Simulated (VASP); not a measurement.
# CuPd (Skaergaardite) (Pm-3m) in VASP: further runs

The runs below take CuPd (Skaergaardite) through elastic constants, phonons, with LDA.

Everything below comes from runs of VASP 6.6.1. Logs are shortened: lines on timing, memory, paths and dates and some standing lists are left out, and cuts for length are marked.

## (1) Starting point

It takes space group Pm-3m (No. 221, cubic). The conventional cell has a = 2.930 Å, b = 2.930 Å, c = 2.930 Å, α = 90.00°, β = 90.00°, γ = 90.00°. Around Cu (site symmetry m-3m) lie 8 Pd at 2.54 Å. Around Pd (site symmetry m-3m) lie 8 Cu at 2.54 Å.

## (2) Elastic constants, LDA

File INCAR:

```
PREC     = Accurate       # precision mode
ENCUT    = 600            # plane-wave cutoff, eV
EDIFF    = 1E-8           # SCF threshold, eV
ISMEAR   = -1             # smearing method
SIGMA    = 0.15           # smearing width, eV
LREAL    = False          # projectors in reciprocal space
LASPH    = True           # aspherical terms in the spheres
NELM     = 100            # most SCF steps
ALGO     = Normal         # electronic algorithm
ISIF     = 3              # what is computed and relaxed
LWAVE    = False          # write WAVECAR
LCHARG   = True           # write CHGCAR
NBANDS   = 18             # bands
IBRION   = 6              # ionic algorithm
NFREE    = 2            
POTIM    = 0.015          # step
NSW      = 1              # ionic steps
```

File KPOINTS:

```
regular mesh
0
Gamma
  14 14 14
```

File POSCAR:

```
CuPd
1.0
    2.9304415336      0.0000000000      0.0000000000
    0.0000000000      2.9304415336      0.0000000000
    0.0000000000      0.0000000000      2.9304415336
Cu Pd
1 1
Direct
    0.0000000000      0.0000000000      0.0000000000
    0.5000000000      0.5000000000      0.5000000000
```

Potentials or basis: VASP PAW LDA potentials, release 64 (Cu, Pd).

Run with:

```bash
$ cat potpaw_LDA.64/Cu/POTCAR potpaw_LDA.64/Pd/POTCAR > POTCAR
$ mpirun -np 1 vasp_std > vasp.out
```

OUTCAR:

```text
PREC = Accurate
   ENCUT = 600
   EDIFF = 1E-8
   ISMEAR = -1
   LREAL = False
   LASPH = True
   NELM = 100
   ISIF = 3
   IBRION = 6
   NFREE = 2
   POTIM = 0.015
   NSW = 1

 ion  position               nearest neighbor table
   1  0.000  0.000  0.000-   2 2.54   2 2.54   2 2.54   2 2.54   2 2.54   2 2.54   2 2.54   2 2.54

   2  0.500  0.500  0.500-   1 2.54   1 2.54   1 2.54   1 2.54   1 2.54   1 2.54   1 2.54   1 2.54

  LATTYP: Found a simple cubic cell.
 ALAT       =     2.9304415336

  Lattice vectors:

 A1 = (   2.9304415336,   0.0000000000,   0.0000000000)
 A2 = (   0.0000000000,   2.9304415336,   0.0000000000)
 A3 = (   0.0000000000,   0.0000000000,   2.9304415336)

Analysis of symmetry for initial positions (statically):
=====================================================================
 Subroutine PRICEL returns:
 Original cell was already a primitive cell.

 Routine SETGRP: Setting up the symmetry group for a
 simple cubic supercell.

 Subroutine GETGRP returns: Found 48 space group operations
 (whereof 48 operations were pure point group operations)
 out of a pool of 48 trial point group operations.

The static configuration has the point symmetry O_h .

Analysis of symmetry for dynamics (positions and initial velocities):
=====================================================================
 Subroutine PRICEL returns:
 Original cell was already a primitive cell.

 Routine SETGRP: Setting up the symmetry group for a
 simple cubic supercell.

 Subroutine GETGRP returns: Found 48 space group operations
 (whereof 48 operations were pure point group operations)
 out of a pool of 48 trial point group operations.

The dynamic configuration has the point symmetry O_h .

 Subroutine INISYM returns: Found 48 space group operations
 (whereof 48 operations are pure point group operations),
 and found     1 'primitive' translations

----------------------------------------------------------------------------------------

                                     Primitive cell

  volume of cell :      25.1651

  direct lattice vectors                    reciprocal lattice vectors
     2.930441534  0.000000000  0.000000000     0.341245505  0.000000000  0.000000000
     0.000000000  2.930441534  0.000000000     0.000000000  0.341245505  0.000000000
     0.000000000  0.000000000  2.930441534     0.000000000  0.000000000  0.341245505

  length of vectors
     2.930441534  2.930441534  2.930441534     0.341245505  0.341245505  0.341245505

  position of ions in fractional coordinates (direct lattice)
     0.000000000  0.000000000  0.000000000
     0.500000000  0.500000000  0.500000000

  ion indices of the primitive-cell ions
   primitive index   ion index
                 1           1
                 2           2

----------------------------------------------------------------------------------------

 KPOINTS: regular mesh

Automatic generation of k-mesh.
 Grid dimensions read from file:
 generate k-points for:   14   14   14

 Generating k-lattice:

  Cartesian coordinates                     Fractional coordinates (reciprocal lattice)
[... 103 lines left out ...]
 Free energy of the ion-electron system (eV)
  ---------------------------------------------------
  ext. energy  EPLUGINS =         0.00000000
  ---------------------------------------------------
  free energy    TOTEN  =       -11.47496025 eV

  energy without entropy =      -11.37615092  energy(sigma->0) =      -11.42555558

------------------------ aborting loop because EDIFF is reached ----------------------------------------

  FORCE on cell =-STRESS in cart. coord.  units (eV):
  Direction    XX          YY          ZZ          XY          YZ          ZX
  --------------------------------------------------------------------------------------
  -------------------------------------------------------------------------------------
  Total        0.0947075      0.0947075      0.0947075      0.0000000     -0.0000000      0.0000000
  in kB        6.0296985      6.0296985      6.0296985      0.0000000     -0.0000000      0.0000000
  external PRESSURE =       6.0296985 kB  Pullay stress =       0.0000000 kB
[... 89 lines left out ...]
  FREE ENERGIE OF THE ION-ELECTRON SYSTEM (eV)
  ---------------------------------------------------
  free  energy   TOTEN  =       -11.4693301004 eV

  energy  without entropy=      -11.3713386917  energy(sigma->0) =      -11.42033440

[... ionic steps 4 to 14 ...]

--------------------------------------- Ionic step       15  -------------------------------------------

 number of electron      21.0000006 magnetization

------------------------ aborting loop because EDIFF is reached ----------------------------------------
[... 67 lines left out ...]
--------------------------------------- Ionic step       17  -------------------------------------------

 number of electron      21.0000001 magnetization

 Free energy of the ion-electron system (eV)
  ---------------------------------------------------
  ext. energy  EPLUGINS =         0.00000000
  ---------------------------------------------------
  free energy    TOTEN  =       -11.47407154 eV

  energy without entropy =      -11.37527489  energy(sigma->0) =      -11.42467321

 E-fermi :   9.1261     XC(G=0): -13.6485

 val. band max:        9.0650215966   @ k =   0.3571   0.2143   0.2143
 cond. band min:       9.2135057659   @ k =   0.0000   0.5000   0.2857
 fundamental gap:      0.1484841693
 Fermi energy:         9.1261092851

 k-point     1 :       0.0000    0.0000    0.0000
  band No.  band energies     occupation
      1       0.7896      2.00000
      2       4.0618      2.00000
      3       4.0627      2.00000
      4       6.3329      2.00000
      5       6.3340      2.00000
      6       6.3340      2.00000
[... 481 lines left out ...]
      5       6.4112      2.00000
      6       6.4155      2.00000
[... 10 lines left out ...]
     17      28.4381      0.00000
     18      29.1882      0.00000

 [... further k-points ...]

------------------------ aborting loop because EDIFF is reached ----------------------------------------

  FORCE on cell =-STRESS in cart. coord.  units (eV):
  Direction    XX          YY          ZZ          XY          YZ          ZX
  --------------------------------------------------------------------------------------
  -------------------------------------------------------------------------------------
  Total        0.0949889      0.0987582      0.0987582      0.0000000      0.0000000      0.0000000
  in kB        6.0476196      6.2875939      6.2875939      0.0000000      0.0000000      0.0000000
  external PRESSURE =       6.2076025 kB  Pullay stress =       0.0000000 kB
[... 17 lines left out ...]
  FREE ENERGIE OF THE ION-ELECTRON SYSTEM (eV)
  ---------------------------------------------------
  free  energy   TOTEN  =       -11.4740715356 eV

  energy  without entropy=      -11.3752748894  energy(sigma->0) =      -11.42467321

 INTERNAL STRAIN TENSORS FROM STRAINED CELLS
 ============================================

 INTERNAL STRAIN TENSOR FOR ION    1 for displacements in x,y,z  (eV/Angst):
          X           Y           Z          XY          YZ          ZX
  --------------------------------------------------------------------------------
  x     0.00000     0.00000     0.00000     0.00000     0.00000     0.00000
  y     0.00000     0.00000     0.00000     0.00000     0.00000     0.00000
  z     0.00000     0.00000     0.00000     0.00000     0.00000     0.00000

 INTERNAL STRAIN TENSORS FROM DISPLACED ATOMS
 ============================================

 INTERNAL STRAIN TENSOR FOR ION    1 for displacements in x,y,z  (eV/Angst):
          X           Y           Z          XY          YZ          ZX
  --------------------------------------------------------------------------------
  x     0.00000     0.00000     0.00000     0.00000     0.00000     0.00000
  y     0.00000     0.00000     0.00000     0.00000     0.00000     0.00000
  z     0.00000     0.00000     0.00000     0.00000     0.00000     0.00000

 INTERNAL STRAIN TENSOR FOR ION    2 for displacements in x,y,z  (eV/Angst):
          X           Y           Z          XY          YZ          ZX
  --------------------------------------------------------------------------------
  x     0.00000     0.00000     0.00000     0.00000     0.00000     0.00000
  y     0.00000     0.00000     0.00000     0.00000     0.00000     0.00000
  z     0.00000     0.00000     0.00000     0.00000     0.00000     0.00000

 Eigenvectors and eigenvalues of the dynamical matrix
 ----------------------------------------------------

   1 f  =    6.962542 THz    43.746939 2PiTHz  232.245386 cm-1    28.794745 meV
             X         Y         Z           dx          dy          dz
      0.000000  0.000000  0.000000    -0.084349   -0.786614    0.000000
      1.465221  1.465221  1.465221     0.065214    0.608170   -0.000000
[... 21 lines left out ...]
   6 f/i=    0.001787 THz     0.011227 2PiTHz    0.059603 cm-1     0.007390 meV
             X         Y         Z           dx          dy          dz
      0.000000  0.000000  0.000000     0.609379   -0.052721    0.001077
      1.465221  1.465221  1.465221     0.788178   -0.068190    0.001394

--------------------------------------------------------------------------------------------------------

 ELASTIC MODULI CONTR FROM IONIC RELAXATION (kBar)
 Direction    XX          YY          ZZ          XY          YZ          ZX
 --------------------------------------------------------------------------------
 XX           0.0000      0.0000      0.0000      0.0000      0.0000      0.0000
 YY           0.0000      0.0000      0.0000      0.0000      0.0000      0.0000
 ZZ           0.0000      0.0000      0.0000      0.0000      0.0000      0.0000
 XY           0.0000      0.0000      0.0000      0.0000      0.0000      0.0000
 YZ           0.0000      0.0000      0.0000      0.0000      0.0000      0.0000
 ZX           0.0000      0.0000      0.0000      0.0000      0.0000      0.0000
 --------------------------------------------------------------------------------

 TOTAL ELASTIC MODULI (kBar)
 Direction    XX          YY          ZZ          XY          YZ          ZX
 --------------------------------------------------------------------------------
 XX        2285.2605   1953.2912   1953.2912     -0.0000      0.0000     -0.0000
 YY        1953.2912   2285.2605   1953.2912     -0.0000     -0.0000      0.0000
 ZZ        1953.2912   1953.2912   2285.2605      0.0000     -0.0000      0.0000
 XY          -0.0000     -0.0000      0.0000   1186.6374      0.0000      0.0000
 YZ           0.0000     -0.0000     -0.0000      0.0000   1186.6374      0.0000
 ZX          -0.0000      0.0000      0.0000      0.0000      0.0000   1186.6374
 --------------------------------------------------------------------------------
```

It took 12 min on 1 thread of Intel Xeon 6975P-C (Granite Rapids), shared host; peak memory 0.77 GiB.

Results:

| Item | Value |
| --- | --- |
| Elastic constants C11, C12, C44 | 229, 195, 119 GPa |
| Voigt bulk modulus | 206 GPa |
| Highest phonon frequency at Γ, LO-TO splitting left out | 232 cm⁻¹ |

Phonon frequencies in cm⁻¹ (negative: imaginary):
| q point | frequencies |
| --- | --- |
| (0.000, 0.000, 0.000) | 0 0 0 232 232 232 |

Elastic tensor in Voigt notation (GPa, in the Cartesian axes of the cell as first typed):
```
229 195 195   0   0   0
195 229 195   0   0   0
195 195 229   0   0   0
  0   0   0 119   0   0
  0   0   0   0 119   0
  0   0   0   0   0 119
```

Clamped-ion elastic tensor (GPa):
```
229 195 195   0   0   0
195 229 195   0   0   0
195 195 229   0   0   0
  0   0   0 119   0   0
  0   0   0   0 119   0
  0   0   0   0   0 119
```

## (3) Phonons, LDA

File INCAR:

```
SYSTEM = CuPd
  ALGO = Fast
  EDIFF = 1E-8
  ENCUT = 520
  GGA = CA
  IBRION = 8
  ISIF = 2
  ISMEAR = -1
  LASPH = .True.
  LCHARG = .True.
  LREAL = .False.
  LWAVE = .False.
  NELM = 100
  NSW = 1
  PREC = Accurate
  SIGMA = 0.15
```

File KPOINTS:

```
k-points
0
Gamma
  14 14 14
  0 0 0
```

POSCAR is that of step 2.

Potentials or basis: VASP PAW LDA potentials, release 64 (Cu, Pd).

Run with:

```bash
$ cat potpaw_LDA.64/Cu/POTCAR potpaw_LDA.64/Pd/POTCAR > POTCAR
$ mpirun -np 1 vasp_std > vasp.out
```

OUTCAR:

```text
SYSTEM = CuPd
   EDIFF = 1E-8
   ENCUT = 520
   GGA = CA
   IBRION = 8
   ISIF = 2
   ISMEAR = -1
   LASPH = .True.
   LREAL = .False.
   NELM = 100
   NSW = 1
   PREC = Accurate

 ion  position               nearest neighbor table
   1  0.000  0.000  0.000-   2 2.54   2 2.54   2 2.54   2 2.54   2 2.54   2 2.54   2 2.54   2 2.54

   2  0.500  0.500  0.500-   1 2.54   1 2.54   1 2.54   1 2.54   1 2.54   1 2.54   1 2.54   1 2.54

  LATTYP: Found a simple cubic cell.
[... 670 lines left out ...]
               1X          1Y          1Z          2X          2Y          2Z
  1X    -7.869825    0.000000    0.000000    7.869825   -0.000000    0.000000
  1Y     0.000000   -7.869825   -0.000000   -0.000000    7.869825    0.000000
  1Z    -0.000000   -0.000000   -7.869825    0.000000    0.000000    7.869825
  2X     7.903561   -0.000000   -0.000000   -7.903561    0.000000    0.000000
  2Y    -0.000000    7.903561    0.000000    0.000000   -7.903561   -0.000000
  2Z    -0.000000   -0.000000    7.903561    0.000000    0.000000   -7.903561

 Eigenvectors and eigenvalues of the dynamical matrix
 ----------------------------------------------------

   1 f  =    6.958354 THz    43.720628 2PiTHz  232.105708 cm-1    28.777427 meV
             X         Y         Z           dx          dy          dz
      0.000000  0.000000  0.000000    -0.629972   -0.471663    0.076109
      1.465221  1.465221  1.465221     0.487846    0.365253   -0.058939
[... 21 lines left out ...]
   6 f/i=    0.007205 THz     0.045268 2PiTHz    0.240318 cm-1     0.029796 meV
             X         Y         Z           dx          dy          dz
      0.000000  0.000000  0.000000    -0.061381    0.161776   -0.587314
      1.465221  1.465221  1.465221    -0.079263    0.208906   -0.758419

--------------------------------------------------------------------------------------------------------

 ELASTIC MODULI CONTR FROM IONIC RELAXATION (kBar)
 Direction    XX          YY          ZZ          XY          YZ          ZX
 --------------------------------------------------------------------------------
 XX           0.0000      0.0000      0.0000      0.0000      0.0000      0.0000
 YY           0.0000      0.0000      0.0000      0.0000      0.0000      0.0000
 ZZ           0.0000      0.0000      0.0000      0.0000      0.0000      0.0000
 XY           0.0000      0.0000      0.0000      0.0000      0.0000      0.0000
 YZ           0.0000      0.0000      0.0000      0.0000      0.0000      0.0000
 ZX           0.0000      0.0000      0.0000      0.0000      0.0000      0.0000
 --------------------------------------------------------------------------------
```

Run time: 2 min. Hardware: 1 thread of Intel Xeon 6975P-C (Granite Rapids), shared host; peak memory 0.37 GiB.

What came out:

| Property | Result |
| --- | --- |
| Highest phonon frequency at Γ, LO-TO splitting left out | 232 cm⁻¹ |

Phonon frequencies in cm⁻¹ (negative: imaginary):
| q point | frequencies |
| --- | --- |
| (0.000, 0.000, 0.000) | 0 0 0 232 232 232 |
